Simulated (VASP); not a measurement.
Input:

```
SnO
1.0
    3.83999     0.00000     0.00000
    0.00000     3.83999     0.00000
    0.00000     0.00000     4.72546
Sn O
2 2
Direct
  0.50000   0.00000   0.75182
  0.00000   0.50000   0.24818
  0.50000   0.50000   0.00000
  0.00000   0.00000   0.00000
```

Computed with LDA (Ceperley-Alder, Perdew-Zunger), VASP's LDA PAW potentials (set 64) (plane waves; VASP). Numerical set-up: 520 eV cut-off, 10×10×8 Γ-centred mesh, first-order Methfessel-Paxton smearing of 0.10 eV, potentials Sn_d O.

**Question.** The ions and cell shape at fixed volume are relaxed. Which structure does the run end with?

**Answer.** 
```
SnO
1.0
    3.79373     0.00000     0.00000
    0.00000     3.79373     0.00000
    0.00000     0.00000     4.84141
Sn O
2 2
Direct
  0.50000   0.00000   0.76275
  0.00000   0.50000   0.23725
  0.50000   0.50000   0.00000
  0.00000   0.00000   0.00000
```
Space group P4/nmm (129), at a tolerance of 0.03 Å.

**Question.** How much energy does the relaxation gain?

**Answer.** The energy (σ→0) changes by -11.8 meV/atom, in 8 ionic steps.

```tsv
step	E(σ→0) (eV)	max force (eV/Å)	pressure (GPa)	volume (Å³)
1	-25.6661	0.772	-5.45	69.68
2	-25.7024	0.136	-3.16	69.68
3	-25.7042	0.044	-2.53	69.68
4	-25.7099	0.035	-2.19	69.68
5	-25.7130	0.021	-1.74	69.68
6	-25.7131	0.018	-1.69	69.68
7	-25.7131	0.019	-1.71	69.68
8	-25.7131	0.006	-1.78	69.68
```

The compound is SnO in the litharge structure. This cell is one point of a volume scan, at 1.06 of the reference volume. Symmetry was kept, so distortions that lower it aren't found.
